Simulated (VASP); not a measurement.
# CrAs3 (Pm-3m) in VASP: a series of runs

One crystal, CrAs3, is run at these levels: PBE, RPBE; tasks: relaxation of cell and atoms, relaxation of the atoms.

Everything below comes from runs of VASP 6.6.1. Logs are shortened: lines on timing, memory, paths and dates and some standing lists are left out, and cuts for length are marked.

### 1 The structure

The structure is cubic, space group Pm-3m (No. 221). Conventional cell: a = 4.421 Å, b = 4.421 Å, c = 4.421 Å, α = 90.00°, β = 90.00°, γ = 90.00°. Cr (site symmetry m-3m) has 12 As at 3.13 Å as nearest neighbours. As (site symmetry 4/mmm) is surrounded by 4 Cr at 3.13 Å and 8 As at 3.13 Å.

The cell was built by a generator and needn't be a form met in nature.

### 2 Relaxation of cell and atoms, PBE, collinear spin, ferromagnetic start

Contents of INCAR:

```
  PREC = Accurate
  ENCUT = 600
  EDIFF = 1E-6
  ISMEAR = 0
  SIGMA = 0.05
  LREAL = F
  LASPH = T
  NELM = 150
  ALGO = Normal
  ISIF = 3
  LWAVE = F
  LCHARG = F
  ISPIN = 2
  MAGMOM = 3 0 0 0
  LORBIT = 11
  LMAXMIX = 4
  GGA = PE
  IBRION = 2
  NSW = 40
  EDIFFG = -0.01
```

Contents of KPOINTS:

```
Automatic mesh
0
Gamma
  6 6 6
```

Contents of POSCAR:

```
CrAs3
1.0
    4.4211017500      0.0000000000      0.0000000000
    0.0000000000      4.4211017500      0.0000000000
    0.0000000000      0.0000000000      4.4211017500
Cr As
1 3
Direct
    0.0000000000      0.0000000000      0.0000000000
    0.0000000000      0.5000000000      0.5000000000
    0.5000000000      0.0000000000      0.5000000000
    0.5000000000      0.5000000000      0.0000000000
```

Potentials or basis: VASP PAW PBE potentials, release 64 (Cr_pv, As).

Run with:

```
cat potpaw_PBE.64/Cr_pv/POTCAR potpaw_PBE.64/As/POTCAR > POTCAR
mpirun -np 1 vasp_std > vasp.out
```

OUTCAR:

```text
PREC = Accurate
   ENCUT = 600
   EDIFF = 1E-6
   ISMEAR = 0
   LREAL = F
   LASPH = T
   NELM = 150
   ISIF = 3
   ISPIN = 2
   LORBIT = 11
   GGA = PE
   IBRION = 2
   NSW = 40
   EDIFFG = -0.01

 ion  position               nearest neighbor table
   1  0.000  0.000  0.000-
   2  0.000  0.500  0.500-
   3  0.500  0.000  0.500-
   4  0.500  0.500  0.000-

  LATTYP: Found a simple cubic cell.
 ALAT       =     4.4211017500

  Lattice vectors:

 A1 = (   4.4211017500,   0.0000000000,   0.0000000000)
 A2 = (   0.0000000000,   4.4211017500,   0.0000000000)
 A3 = (   0.0000000000,   0.0000000000,   4.4211017500)

Analysis of symmetry for initial positions (statically):
=====================================================================
 Subroutine PRICEL returns:
 Original cell was already a primitive cell.

 Routine SETGRP: Setting up the symmetry group for a
 simple cubic supercell.

 Subroutine GETGRP returns: Found 48 space group operations
 (whereof 48 operations were pure point group operations)
 out of a pool of 48 trial point group operations.

The static configuration has the point symmetry O_h .

Analysis of symmetry for dynamics (positions and initial velocities):
=====================================================================
 Subroutine PRICEL returns:
 Original cell was already a primitive cell.

 Routine SETGRP: Setting up the symmetry group for a
 simple cubic supercell.

 Subroutine GETGRP returns: Found 48 space group operations
 (whereof 48 operations were pure point group operations)
 out of a pool of 48 trial point group operations.

The dynamic configuration has the point symmetry O_h .

Analysis of structural, dynamic, and magnetic symmetry:
=====================================================================
 Subroutine PRICEL returns:
 Original cell was already a primitive cell.

 Routine SETGRP: Setting up the symmetry group for a
 simple cubic supercell.

 Subroutine GETGRP returns: Found 48 space group operations
 (whereof 48 operations were pure point group operations)
 out of a pool of 48 trial point group operations.

The overall configuration has the point symmetry O_h .

 Subroutine INISYM returns: Found 48 space group operations
 (whereof 48 operations are pure point group operations),
 and found     1 'primitive' translations

----------------------------------------------------------------------------------------

                                     Primitive cell

  volume of cell :      86.4155

  direct lattice vectors                    reciprocal lattice vectors
     4.421101750  0.000000000  0.000000000     0.226187963  0.000000000  0.000000000
     0.000000000  4.421101750  0.000000000     0.000000000  0.226187963  0.000000000
     0.000000000  0.000000000  4.421101750     0.000000000  0.000000000  0.226187963

  length of vectors
     4.421101750  4.421101750  4.421101750     0.226187963  0.226187963  0.226187963

  position of ions in fractional coordinates (direct lattice)
     0.000000000  0.000000000  0.000000000
     0.000000000  0.500000000  0.500000000
     0.500000000  0.000000000  0.500000000
     0.500000000  0.500000000  0.000000000

  ion indices of the primitive-cell ions
   primitive index   ion index
                 1           1
                 2           2
                 3           3
                 4           4

----------------------------------------------------------------------------------------

 KPOINTS: Automatic mesh

Automatic generation of k-mesh.
 Grid dimensions read from file:
 generate k-points for:    6    6    6

 Generating k-lattice:

  Cartesian coordinates                     Fractional coordinates (reciprocal lattice)
     0.037697994  0.000000000  0.000000000     0.166666667  0.000000000  0.000000000
     0.000000000  0.037697994  0.000000000     0.000000000  0.166666667  0.000000000
     0.000000000  0.000000000  0.037697994     0.000000000  0.000000000  0.166666667

  Length of vectors
     0.037697994  0.037697994  0.037697994

  Shift w.r.t. Gamma in fractional coordinates (k-lattice)
     0.000000000  0.000000000  0.000000000

 Subroutine IBZKPT returns following result:
 ===========================================

 Found     20 irreducible k-points:

 Following reciprocal coordinates:
            Coordinates               Weight
  0.000000  0.000000  0.000000      1.000000
  0.166667  0.000000  0.000000      6.000000
  0.333333  0.000000  0.000000      6.000000
  0.500000  0.000000  0.000000      3.000000
  0.166667  0.166667  0.000000     12.000000
  0.333333  0.166667  0.000000     24.000000
[... 12 lines left out ...]
  0.500000  0.500000  0.333333      6.000000
  0.500000  0.500000  0.500000      1.000000
   k-points           NKPTS =     20   k-points in BZ     NKDIM =     20   number of bands    NBANDS=     19
   number of dos      NEDOS =    301   number of ions     NIONS =      4
   total plane-waves  NPLWV =  46656
   dimension x,y,z NGX =    36 NGY =   36 NGZ =   36
   dimension x,y,z NGXF=    72 NGYF=   72 NGZF=   72
   ions per type =               1   3
   NGX,Y,Z   is equivalent  to a cutoff of  13.54, 13.54, 13.54 a.u.
   NGXF,Y,Z  is equivalent  to a cutoff of  27.07, 27.07, 27.07 a.u.
 SYSTEM =  unknown system
   PREC   = accura    normal or accurate (medium, high low for compatibility)
   ISTART =      0    job   : 0-new  1-cont  2-samecut
   ICHARG =      2    charge: 1-file 2-atom 10-const
   ISPIN  =      2    spin polarized calculation?
   LNONCOLLINEAR =      F non collinear calculations
   LSORBIT =      F    spin-orbit coupling
   LASPH  =      T    aspherical Exc in radial PAW
   ENCUT  =  600.0 eV  44.10 Ry    6.64 a.u.   8.83  8.83  8.83*2*pi/ulx,y,z
   NELM   =    150;   NELMIN=  2; NELMDL= -5     # of ELM steps
   EDIFF  = 0.1E-05   stopping-criterion for ELM
   LREAL  =      F    real-space projection
   EDIFFG = -.1E-01   stopping-criterion for IOM
   NSW    =     40    number of steps for IOM
   IBRION =      2    ionic relax: 0-MD 1-quasi-New 2-CG
   NFREE  =      1    steps in history (QN), initial steepest desc. (CG)
   ISIF   =      3    stress and relaxation
   ISYM   =      2    0-nonsym 1-usesym 2-fastsym
   POTIM  = 0.5000    time-step for ionic-motion
   TEBEG  =    0.0;   TEEND  =   0.0 temperature during run
   PSTRESS=    0.0 pullay stress
   NELECT =      27.0000    total number of electrons
   NUPDOWN=      -1.0000    fix difference up-down
   EMIN   =  10.00;   EMAX   =-10.00  energy-range for DOS
   EFERMI =   0.00;   METHOD = LEGACY
   ISMEAR =     0;   SIGMA  =   0.05  broadening in eV -4-tet -1-fermi 0-gaus
   EFERMI_NEDOS =   21; number of points for ismear=-14 and -15
   IALGO  =     38    algorithm
   IMIX   =      4    mixing-type and parameters
     AMIX     =   0.40;   BMIX     =  1.00
     AMIX_MAG =   1.60;   BMIX_MAG =  1.00
  volume/ion in A,a.u.               =      21.60       145.79
  Fermi-wavevector in a.u.,A,eV,Ry     =   1.110876  2.099251 16.790208  1.234045
  Thomas-Fermi vector in A             =   2.247433
   LORBIT       =     11    0 simple, 1 ext, 2 COOP (PROOUT), +10 PAW based schemes
   GGA     = PE    functional components
   LHFCALC =     F    Hartree Fock is set to
   AEXX    =    0.0000 exact exchange contribution
   IVDW    =     0    specifies the selected vdW correction
   LEPSILON=     F    determine dielectric tensor
   LRPA    =     F    only Hartree local field effects (RPA)
 conjugate gradient relaxation of ions
 spin polarized calculation
 Gauss-broadening in eV      SIGMA  =   0.05
  energy-cutoff  :      600.00
  volume of cell :       86.42
 maximum number of plane-waves:      2916
 NGX is ok and might be reduce to    36
   NGX = 17   NGY = 17   NGZ = 17

--------------------------------------- Ionic step        1  -------------------------------------------

 number of electron      27.0000011 magnetization       3.7783232

 Free energy of the ion-electron system (eV)
  ---------------------------------------------------
  ext. energy  EPLUGINS =         0.00000000
  ---------------------------------------------------
  free energy    TOTEN  =       -21.47139337 eV

  energy without entropy =      -21.46502465  energy(sigma->0) =      -21.46820901

------------------------ aborting loop because EDIFF is reached ----------------------------------------

  FORCE on cell =-STRESS in cart. coord.  units (eV):
  Direction    XX          YY          ZZ          XY          YZ          ZX
  --------------------------------------------------------------------------------------
  -------------------------------------------------------------------------------------
  Total       -5.2171576     -5.2171576     -5.2171576     -0.0000000      0.0000000      0.0000000
  in kB      -96.7281776    -96.7281776    -96.7281776     -0.0000000      0.0000000      0.0000000
  external PRESSURE =     -96.7281776 kB  Pullay stress =       0.0000000 kB
[... 101 lines left out ...]
  energy  without entropy=      -20.7165109196  energy(sigma->0) =      -20.71939751

--------------------------------------- Ionic step        4  -------------------------------------------

 number of electron      26.9999995 magnetization      -0.3075641

 Free energy of the ion-electron system (eV)
  ---------------------------------------------------
  ext. energy  EPLUGINS =         0.00000000
  ---------------------------------------------------
  free energy    TOTEN  =       -20.73190296 eV

  energy without entropy =      -20.72549835  energy(sigma->0) =      -20.72870066

 E-fermi :   7.5819     XC(G=0): -11.2440

 val. band max:        7.5611395404   @ k =   0.1667   0.0000   0.0000
 cond. band min:       7.5863666725   @ k =   0.5000   0.3333   0.3333
 fundamental gap:      0.0252271321
 Fermi energy:         7.5819051932

 spin component 1

 k-point     1 :       0.0000    0.0000    0.0000
  band No.  band energies     occupation
      1     -35.1340      1.00000
      2     -35.1340      1.00000
      3     -35.1340      1.00000
      4      -7.5161      1.00000
      5      -1.2626      1.00000
      6      -1.2626      1.00000
[... 11 lines left out ...]
     18       8.2829      0.00000
     19      10.9864      0.00000
[... 400 lines left out ...]
      2     -35.1361      1.00000
      3     -35.1361      1.00000
      4      -3.4495      1.00000
      5      -3.4495      1.00000
      6      -3.4495      1.00000
[... 11 lines left out ...]
     18      12.1766      0.00000
     19      12.3144      0.00000
 Fermi energy:         7.5819051932

 spin component 2

 k-point     1 :       0.0000    0.0000    0.0000
  band No.  band energies     occupation
      1     -35.5034      1.00000
      2     -35.5034      1.00000
      3     -35.5034      1.00000
      4      -7.4985      1.00000
      5      -1.2178      1.00000
      6      -1.2178      1.00000
[... 11 lines left out ...]
     18       8.3186      0.00000
     19      10.9779      0.00000
[... 447 lines left out ...]
  FREE ENERGIE OF THE ION-ELECTRON SYSTEM (eV)
  ---------------------------------------------------
  free  energy   TOTEN  =       -20.7319029601 eV

  energy  without entropy=      -20.7254983515  energy(sigma->0) =      -20.72870066

 reached required accuracy - stopping structural energy minimisation

 total charge

# of ion       s       p       d       tot
------------------------------------------
    1        0.222   6.126   4.187  10.536
    2        1.335   1.276   0.061   2.673
    3        1.335   1.276   0.061   2.673
    4        1.335   1.276   0.061   2.673
--------------------------------------------------
tot          4.228   9.955   4.371  18.554

 magnetization (x)

# of ion       s       p       d       tot
------------------------------------------
    1       -0.016  -0.004  -0.344  -0.364
    2       -0.001   0.022  -0.002   0.019
    3       -0.001   0.022  -0.002   0.019
    4       -0.001   0.022  -0.002   0.019
--------------------------------------------------
tot         -0.019   0.061  -0.349  -0.307
```

Wall time 5.8 min (1 thread of Intel Xeon Platinum 8375C at 2.90GHz (Ice Lake), shared host); peak memory 0.29 GiB.

Results:

```
Free energy                                           : -20.7319 eV
Relaxed volume                                        : 17.25 Å³/atom
Relaxed cell                                          : a = 4.101 Å, b = 4.101 Å, c = 4.101 Å, α = 90.00°, β = 90.00°, γ = 90.00°
Space group after relaxing (to 0.05 Å)                : Pm-3m (No. 221)
Energy gained by relaxing                             : -184.9 meV/atom
Ionic steps                                           : 4
Pressure after relaxing                               : -0.1 GPa
Band gap on the k mesh                                : none (metal or under the smearing width)
Net moment                                            : -0.31 μB per cell
Site moments                                          : Cr -0.36; As +0.02 μB
Valence electrons inside the program's atomic spheres : Cr 10.54; As 2.67
```

The path:
```csv
step,energy change (eV),largest force (eV/Å),pressure (GPa),volume (Å³)
1,0.0000,0.0000,-9.67,86.42
2,0.7566,0.0000,-2.49,71.11
3,0.7491,0.0000,2.10,67.32
4,0.7395,0.0000,-0.09,68.98
```

Final structure:
```
Cr As
1.0
     4.10126    0.00000    0.00000
     0.00000    4.10126    0.00000
     0.00000    0.00000    4.10126
Cr As
1 3
Direct
  0.00000 0.00000 0.00000
  0.00000 0.50000 0.50000
  0.50000 0.00000 0.50000
  0.50000 0.50000 0.00000
```

Caveat: the volume moved by over 15 % at a fixed basis, so the end points are rough.

[end of part 1 of 2]
